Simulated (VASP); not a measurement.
Input:

```xyz
2
Lattice="4.0185 0.0000 0.0000 0.0000 4.0185 0.0000 0.0000 0.0000 4.0185" Properties=species:S:1:pos:R:3 pbc="T T T"
Tl     0.0000     0.0000     0.0000
Br     2.0093     2.0093     2.0093
```

Level of theory: PBE GGA with D3 dispersion (Becke-Johnson damping), VASP's PBE PAW potentials (set 64) (plane waves; VASP). Settings: 520 eV cut-off, 7×7×7 Γ-centred mesh, Gaussian smearing of 0.050 eV, potentials Tl_d Br.

**Question.** What does the run give for the energy per atom (σ→0)?

**Answer.** 
energy per atom (σ→0): -3.040 eV/atom

Total energies compare only between runs with the same potentials, cut-off and functional.

The compound is TlBr in the CsCl type structure. This cell is one point of a volume scan, at 1.03 of the reference volume.
